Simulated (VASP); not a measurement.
VASP runs on AlCo share one base input (PBE GGA, plane waves, VASP's PBE PAW potentials (set 64)) and change the settings named in each case.

**KPOINTS**
```
Automatic
0
G
  15 15 1
```

File POSCAR:
```
AlCo
1.0
  2.8617160000   0.0000000000   0.0000000000
  0.0000000000   2.8617160000   0.0000000000
  0.0000000000   0.0000000000  24.0100000000
Al Co
4 4
Direct
  0.5000000000   0.5000000000   0.2915450000
  0.5000000000   0.5000000000   0.4106620000
  0.5000000000   0.5000000000   0.5297790000
  0.5000000000   0.5000000000   0.6488960000
  0.0000000000   0.0000000000   0.3511040000
  0.0000000000   0.0000000000   0.4702210000
  0.0000000000   0.0000000000   0.5893380000
  0.0000000000   0.0000000000   0.7084550000
```

### INCAR
```
# general
SYSTEM   =  AlCo
PREC     =  Accurate
ENCUT    =  300
LREAL    =  F
LASPH    =  T

# electronic loop
EDIFF    =  1E-6
NELM     =  100
ALGO     =  Normal
LMAXMIX  =  4

# smearing
ISMEAR   =  1
SIGMA    =  0.272

# functional
GGA      =  PE

# ions
ISIF     =  2

# output
LWAVE    =  F
LCHARG   =  F
```

POTCAR, in this order: Al Co (PBE.64 set). Program: vasp_std.

```json
[
 {"change": "base run", "E(σ→0) (eV/atom)": "-5.6025", "largest force (eV/Å)": "0.850", "−TS (eV)": "-0.0016"},
 {"change": "NBANDS = 28", "E(σ→0) (eV/atom)": "-5.6024", "largest force (eV/Å)": "0.850", "−TS (eV)": "-0.0023"},
 {"change": "DIPOL = 0.5 0.5 0.5, IDIPOL = 3, LDIPOL = .TRUE.", "E(σ→0) (eV/atom)": "-5.6024", "largest force (eV/Å)": "0.851", "−TS (eV)": "-0.0014"},
 {"change": "EDIFF = 1E-06", "E(σ→0) (eV/atom)": "-5.6025", "largest force (eV/Å)": "0.850", "−TS (eV)": "-0.0016"},
 {"change": "IVDW = 13", "E(σ→0) (eV/atom)": "-5.9629", "largest force (eV/Å)": "0.873", "−TS (eV)": "-0.0016"},
 {"change": "ISPIN = 2, MAGMOM = 0.0 0.0 0.0 0.0 0.75 0.75 0.75 0.75", "E(σ→0) (eV/atom)": "-5.6240", "largest force (eV/Å)": "0.630", "−TS (eV)": "0.0092"}
]
```
 Energies of different potentials or functionals have different zeros.  The cell holds a wide vacuum, so values per volume refer to the whole cell.

Left out are runs that ran out of time, are held back, or changed the cell or the kind of run, fixed moments of cells without a moment, rows past the twelfth, gaps on odd meshes, pressures of charged cells and columns that move by less than the noise.

The cell is a sheet or thin cut with vacuum, built from a generated structure. VASP warned that the highest band is occupied, so more bands are needed.
